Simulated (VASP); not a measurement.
# Rb3HO (Pm-3m) in VASP: a series of runs

The runs below take Rb3HO through single point, with LDA.

Everything below comes from runs of VASP 6.6.1. Logs are shortened: lines on timing, memory, paths and dates and some standing lists are left out, and cuts for length are marked.

## Step 1: The crystal as given

The structure is cubic, space group Pm-3m (No. 221). The conventional cell has a = 5.789 Å, b = 5.789 Å, c = 5.789 Å, α = 90.00°, β = 90.00°, γ = 90.00°. Around H (site symmetry m-3m) lie 12 Rb at 4.09 Å. O (site symmetry m-3m) has 6 Rb at 2.89 Å as nearest neighbours. Around Rb (site symmetry 4/mmm) lie 2 O at 2.89 Å.

The cell comes from a database or a generator and needn't be the stable form of this composition.

## Step 2: Single point, LDA

File INCAR:

```
SYSTEM = Rb3HO
PREC = Accurate ; ENCUT = 520
EDIFF = 1E-6 ; ISMEAR = 0
SIGMA = 0.05 ; LREAL = .FALSE.
LASPH = .TRUE. ; NELM = 100
ALGO = Normal ; ISIF = 2
LWAVE = .FALSE. ; LCHARG = .FALSE.
NBANDS = 25
```

File KPOINTS:

```
Automatic mesh
0
G
  4 4 4
  0 0 0
```

File POSCAR:

```
Rb3HO
1.0
    5.7890397268      0.0000000000      0.0000000000
    0.0000000000      5.7890397268      0.0000000000
    0.0000000000      0.0000000000      5.7890397268
H O Rb
1 1 3
Direct
    0.0000000000      0.0000000000      0.0000000000
    0.5000000000      0.5000000000      0.5000000000
    0.5000000000      0.5000000000      0.0000000000
    0.5000000000      0.0000000000      0.5000000000
    0.0000000000      0.5000000000      0.5000000000
```

Potentials or basis: VASP PAW LDA potentials, release 64 (H, O, Rb_sv).

Command:

```bash
$ cat potpaw_LDA.64/H/POTCAR potpaw_LDA.64/O/POTCAR potpaw_LDA.64/Rb_sv/POTCAR > POTCAR
$ mpirun -np 1 vasp_std > vasp.out
```

OUTCAR:

```text
SYSTEM = Rb3HO
   PREC = Accurate
   ENCUT = 520
   EDIFF = 1E-6
   ISMEAR = 0
   LREAL = .FALSE.
   LASPH = .TRUE.
   NELM = 100
   ISIF = 2

 ion  position               nearest neighbor table
   1  0.000  0.000  0.000-
   2  0.500  0.500  0.500-   3 2.89   4 2.89   5 2.89   3 2.89   4 2.89   5 2.89
   3  0.500  0.500  0.000-   2 2.89   2 2.89   5 4.09   4 4.09   4 4.09   5 4.09   4 4.09   4 4.09
                             5 4.09   5 4.09
   4  0.500  0.000  0.500-   2 2.89   2 2.89   5 4.09   3 4.09   3 4.09   3 4.09   5 4.09   3 4.09
                             5 4.09   5 4.09
   5  0.000  0.500  0.500-   2 2.89   2 2.89   4 4.09   3 4.09   4 4.09   3 4.09   3 4.09   4 4.09
                             3 4.09   4 4.09

  LATTYP: Found a simple cubic cell.
 ALAT       =     5.7890397268

  Lattice vectors:

 A1 = (   5.7890397268,   0.0000000000,   0.0000000000)
 A2 = (   0.0000000000,   5.7890397268,   0.0000000000)
 A3 = (   0.0000000000,   0.0000000000,   5.7890397268)

Analysis of symmetry for initial positions (statically):
=====================================================================
 Subroutine PRICEL returns:
 Original cell was already a primitive cell.

 Routine SETGRP: Setting up the symmetry group for a
 simple cubic supercell.

 Subroutine GETGRP returns: Found 48 space group operations
 (whereof 48 operations were pure point group operations)
 out of a pool of 48 trial point group operations.

The static configuration has the point symmetry O_h .

Analysis of symmetry for dynamics (positions and initial velocities):
=====================================================================
 Subroutine PRICEL returns:
 Original cell was already a primitive cell.

 Routine SETGRP: Setting up the symmetry group for a
 simple cubic supercell.

 Subroutine GETGRP returns: Found 48 space group operations
 (whereof 48 operations were pure point group operations)
 out of a pool of 48 trial point group operations.

The dynamic configuration has the point symmetry O_h .

 Subroutine INISYM returns: Found 48 space group operations
 (whereof 48 operations are pure point group operations),
 and found     1 'primitive' translations

----------------------------------------------------------------------------------------

                                     Primitive cell

  volume of cell :     194.0080

  direct lattice vectors                    reciprocal lattice vectors
     5.789039727  0.000000000  0.000000000     0.172740221  0.000000000  0.000000000
     0.000000000  5.789039727  0.000000000     0.000000000  0.172740221  0.000000000
     0.000000000  0.000000000  5.789039727     0.000000000  0.000000000  0.172740221

  length of vectors
     5.789039727  5.789039727  5.789039727     0.172740221  0.172740221  0.172740221

  position of ions in fractional coordinates (direct lattice)
     0.000000000  0.000000000  0.000000000
     0.500000000  0.500000000  0.500000000
     0.500000000  0.500000000  0.000000000
     0.500000000  0.000000000  0.500000000
     0.000000000  0.500000000  0.500000000

  ion indices of the primitive-cell ions
   primitive index   ion index
                 1           1
                 2           2
                 3           3
                 4           4
                 5           5

----------------------------------------------------------------------------------------

 KPOINTS: Automatic mesh

Automatic generation of k-mesh.
 Grid dimensions read from file:
 generate k-points for:    4    4    4

 Generating k-lattice:

  Cartesian coordinates                     Fractional coordinates (reciprocal lattice)
     0.043185055  0.000000000  0.000000000     0.250000000  0.000000000  0.000000000
     0.000000000  0.043185055  0.000000000     0.000000000  0.250000000  0.000000000
     0.000000000  0.000000000  0.043185055     0.000000000  0.000000000  0.250000000

  Length of vectors
     0.043185055  0.043185055  0.043185055

  Shift w.r.t. Gamma in fractional coordinates (k-lattice)
     0.000000000  0.000000000  0.000000000

 Subroutine IBZKPT returns following result:
 ===========================================

 Found     10 irreducible k-points:

 Following reciprocal coordinates:
            Coordinates               Weight
  0.000000  0.000000  0.000000      1.000000
  0.250000  0.000000  0.000000      6.000000
  0.500000  0.000000  0.000000      3.000000
  0.250000  0.250000  0.000000     12.000000
  0.500000  0.250000  0.000000     12.000000
  0.500000  0.500000  0.000000      3.000000
  0.250000  0.250000  0.250000      8.000000
  0.500000  0.250000  0.250000     12.000000
  0.500000  0.500000  0.250000      6.000000
  0.500000  0.500000  0.500000      1.000000
   k-points           NKPTS =     10   k-points in BZ     NKDIM =     10   number of bands    NBANDS=     25
   number of dos      NEDOS =    301   number of ions     NIONS =      5
   total plane-waves  NPLWV = 110592
   dimension x,y,z NGX =    48 NGY =   48 NGZ =   48
   dimension x,y,z NGXF=    96 NGYF=   96 NGZF=   96
   ions per type =               1   1   3
   NGX,Y,Z   is equivalent  to a cutoff of  13.78, 13.78, 13.78 a.u.
   NGXF,Y,Z  is equivalent  to a cutoff of  27.57, 27.57, 27.57 a.u.
 SYSTEM =  Rb3HO
   PREC   = accura    normal or accurate (medium, high low for compatibility)
   ISTART =      0    job   : 0-new  1-cont  2-samecut
   ICHARG =      2    charge: 1-file 2-atom 10-const
   ISPIN  =      1    spin polarized calculation?
   LNONCOLLINEAR =      F non collinear calculations
   LSORBIT =      F    spin-orbit coupling
   LASPH  =      T    aspherical Exc in radial PAW
   ENCUT  =  520.0 eV  38.22 Ry    6.18 a.u.  10.76 10.76 10.76*2*pi/ulx,y,z
   NELM   =    100;   NELMIN=  2; NELMDL= -5     # of ELM steps
   EDIFF  = 0.1E-05   stopping-criterion for ELM
[... 8 lines left out ...]
   TEBEG  =    0.0;   TEEND  =   0.0 temperature during run
   PSTRESS=    0.0 pullay stress
   NELECT =      34.0000    total number of electrons
   NUPDOWN=      -1.0000    fix difference up-down
   EMIN   =  10.00;   EMAX   =-10.00  energy-range for DOS
[... 5 lines left out ...]
     AMIX     =   0.40;   BMIX     =  1.00
     AMIX_MAG =   1.60;   BMIX_MAG =  1.00
  volume/ion in A,a.u.               =      38.80       261.85
  Fermi-wavevector in a.u.,A,eV,Ry     =   0.916139  1.731251 11.419510  0.839310
  Thomas-Fermi vector in A             =   2.040960
   LORBIT       =      0    0 simple, 1 ext, 2 COOP (PROOUT), +10 PAW based schemes
   GGA     = CA    functional components
   LHFCALC =     F    Hartree Fock is set to
   AEXX    =    0.0000 exact exchange contribution
   IVDW    =     0    specifies the selected vdW correction
   LEPSILON=     F    determine dielectric tensor
   LRPA    =     F    only Hartree local field effects (RPA)
 non-spin polarized calculation
 Gauss-broadening in eV      SIGMA  =   0.05
  energy-cutoff  :      520.00
  volume of cell :      194.01
 maximum number of plane-waves:      5248
 NGX is ok and might be reduce to    48
   NGX = 21   NGY = 21   NGZ = 21

 number of electron      33.9999996 magnetization

 Free energy of the ion-electron system (eV)
  ---------------------------------------------------
  ext. energy  EPLUGINS =         0.00000000
  ---------------------------------------------------
  free energy    TOTEN  =       -14.84508952 eV

  energy without entropy =      -14.84508952  energy(sigma->0) =      -14.84508952

 E-fermi :  -0.2918     XC(G=0):  -6.8375

 val. band max:       -0.6091904448   @ k =   0.0000   0.0000   0.0000
 cond. band min:       0.4365679291   @ k =   0.5000   0.0000   0.0000
 fundamental gap:      1.0457583739
 Fermi energy:        -0.2917660116

 k-point     1 :       0.0000    0.0000    0.0000
  band No.  band energies     occupation
      1     -27.7266      2.00000
      2     -27.6612      2.00000
      3     -27.6612      2.00000
      4     -14.7842      2.00000
      5     -12.1319      2.00000
      6     -12.1319      2.00000
[... 17 lines left out ...]
     24       4.1480      0.00000
     25       4.1480      0.00000

 k-point     2 :       0.2500    0.0000    0.0000
  band No.  band energies     occupation
      1     -27.7182      2.00000
      2     -27.6692      2.00000
      3     -27.6611      2.00000
      4     -14.8372      2.00000
      5     -12.0995      2.00000
      6     -12.0995      2.00000
[... 17 lines left out ...]
     24       4.4963      0.00000
     25       4.5087      0.00000

 k-point     3 :       0.5000    0.0000    0.0000
  band No.  band energies     occupation
      1     -27.7048      2.00000
      2     -27.6823      2.00000
      3     -27.6610      2.00000
      4     -14.8873      2.00000
      5     -12.0507      2.00000
      6     -12.0502      2.00000
[... 17 lines left out ...]
     24       4.1878      0.00000
     25       5.0290      0.00000

 k-point     4 :       0.2500    0.2500    0.0000
  band No.  band energies     occupation
      1     -27.7107      2.00000
      2     -27.6716      2.00000
      3     -27.6657      2.00000
      4     -14.8898      2.00000
      5     -12.1225      2.00000
      6     -12.0690      2.00000
[... 17 lines left out ...]
     24       4.4224      0.00000
     25       4.4256      0.00000
[... 85 lines left out ...]
 k-point     8 :       0.5000    0.2500    0.2500
  band No.  band energies     occupation
      1     -27.6934      2.00000
      2     -27.6821      2.00000
      3     -27.6715      2.00000
      4     -14.9910      2.00000
      5     -12.1473      2.00000
      6     -12.1234      2.00000
[... 17 lines left out ...]
     24       4.1746      0.00000
     25       4.2154      0.00000

 k-point     9 :       0.5000    0.5000    0.2500
  band No.  band energies     occupation
      1     -27.6823      2.00000
      2     -27.6820      2.00000
      3     -27.6820      2.00000
      4     -15.0401      2.00000
      5     -12.1920      2.00000
      6     -12.1337      2.00000
[... 17 lines left out ...]
     24       3.8127      0.00000
     25       4.6928      0.00000

 k-point    10 :       0.5000    0.5000    0.5000
  band No.  band energies     occupation
      1     -27.6819      2.00000
      2     -27.6819      2.00000
      3     -27.6819      2.00000
      4     -15.0888      2.00000
      5     -12.1906      2.00000
      6     -12.1906      2.00000
[... 17 lines left out ...]
     24       3.7789      0.00000
     25       4.8760      0.00000

------------------------ aborting loop because EDIFF is reached ----------------------------------------

  FORCE on cell =-STRESS in cart. coord.  units (eV):
  Direction    XX          YY          ZZ          XY          YZ          ZX
  --------------------------------------------------------------------------------------
  -------------------------------------------------------------------------------------
  Total       -3.6001089     -3.6001089     -3.6001089      0.0000000      0.0000000      0.0000000
  in kB      -29.7308023    -29.7308023    -29.7308023      0.0000000      0.0000000      0.0000000
  external PRESSURE =     -29.7308023 kB  Pullay stress =       0.0000000 kB

 VOLUME and BASIS-vectors are now :
 -----------------------------------------------------------------------------
  energy-cutoff  :      520.00
  volume of cell :      194.01
      direct lattice vectors                 reciprocal lattice vectors
     5.789039727  0.000000000  0.000000000     0.172740221  0.000000000  0.000000000
     0.000000000  5.789039727  0.000000000     0.000000000  0.172740221  0.000000000
     0.000000000  0.000000000  5.789039727     0.000000000  0.000000000  0.172740221

 POSITION                                       TOTAL-FORCE (eV/Angst)
 -----------------------------------------------------------------------------------
      0.00000      0.00000      0.00000         0.000000      0.000000      0.000000
      2.89452      2.89452      2.89452         0.000000      0.000000      0.000000
      2.89452      2.89452      0.00000         0.000000      0.000000      0.000000
      2.89452      0.00000      2.89452         0.000000      0.000000      0.000000
      0.00000      2.89452      2.89452         0.000000      0.000000      0.000000
 -----------------------------------------------------------------------------------
    total drift:                                0.000000     -0.000000     -0.000000

  FREE ENERGIE OF THE ION-ELECTRON SYSTEM (eV)
  ---------------------------------------------------
  free  energy   TOTEN  =       -14.8450895186 eV

  energy  without entropy=      -14.8450895186  energy(sigma->0) =      -14.84508952
```

Run time: 61 s. Hardware: 1 thread of Intel Xeon Platinum 8488C (Sapphire Rapids), shared host; peak memory 0.26 GiB.

What came out:

```
Free energy            : -14.8451 eV
Pressure               : -3.0 GPa
Band gap on the k mesh : 1.05 eV, indirect (least direct gap 1.12 eV)
```

Levels at points of the mesh, in eV from the valence-band top:
| k point | band 15 | band 16 | band 17 | band 18 | band 19 | band 20 |
| --- | --- | --- | --- | --- | --- | --- |
| (0.00, 0.00, 0.00) | 0.00 | 0.00 | 0.00 | 1.99 | 2.66 | 2.66 |
| (0.50, 0.00, 0.00) | -0.59 | -0.07 | -0.07 | 1.05 | 3.11 | 3.62 |
| (0.50, 0.50, 0.00) | -0.79 | -0.79 | -0.14 | 2.08 | 2.08 | 3.55 |
| (0.50, 0.50, 0.50) | -0.87 | -0.87 | -0.87 | 3.19 | 3.19 | 3.19 |

## Step 3: Single point, LDA

This run uses another cell than the first one, of 31.04 Å³/atom, 0.800 times its volume.

File INCAR:

```
SYSTEM = Rb3HO
PREC = Accurate ; ENCUT = 520
EDIFF = 1E-7 ; ISMEAR = 0
SIGMA = 0.05 ; LREAL = .False.
LASPH = .True. ; NELM = 100
ALGO = Fast ; ISIF = 2
LWAVE = .False. ; LCHARG = .False.
GGA = CA ; NBANDS = 25
```

File KPOINTS:

```
regular mesh
0
Gamma
  4 4 4
  0 0 0
```

POSCAR, as its differences from that of step 2:

```diff
@@ -2,5 +2,5 @@
 1.0
-    5.7890397268      0.0000000000      0.0000000000
-    0.0000000000      5.7890397268      0.0000000000
-    0.0000000000      0.0000000000      5.7890397268
+    5.3740684307      0.0000000000      0.0000000000
+    0.0000000000      5.3740684307      0.0000000000
+    0.0000000000      0.0000000000      5.3740684307
 H O Rb
```

Potentials or basis: VASP PAW LDA potentials, release 64 (H, O, Rb_sv).

Command:

```bash
$ cat potpaw_LDA.64/H/POTCAR potpaw_LDA.64/O/POTCAR potpaw_LDA.64/Rb_sv/POTCAR > POTCAR
$ mpirun -np 1 vasp_std > vasp.out
```

Run time: 30 s. Hardware: 1 thread of Intel Xeon Platinum 8559C (Emerald Rapids), shared host; peak memory 0.21 GiB.

Results (log left out):

| Property | Result |
| --- | --- |
| Free energy | -15.3472 eV |
| Pressure | -0.7 GPa |
| Band gap on the k mesh | 0.95 eV, indirect (least direct gap 1.06 eV) |

Levels at points of the mesh, in eV from the valence-band top:
| k point | band 14 | band 15 | band 16 | band 17 | band 18 | band 19 | band 20 | band 21 |
| --- | --- | --- | --- | --- | --- | --- | --- | --- |
| (0.00, 0.00, 0.00) | -2.39 | 0.00 | 0.00 | 0.00 | 2.44 | 2.50 | 2.50 | 3.69 |
| (0.50, 0.00, 0.00) | -1.83 | -1.00 | -0.11 | -0.11 | 0.95 | 3.59 | 3.63 | 3.63 |
| (0.50, 0.50, 0.00) | -1.62 | -1.21 | -1.21 | -0.22 | 2.13 | 2.13 | 3.36 | 4.37 |
| (0.50, 0.50, 0.50) | -1.79 | -1.36 | -1.36 | -1.36 | 3.55 | 3.55 | 3.55 | 3.72 |

A k mesh can miss the band edges.
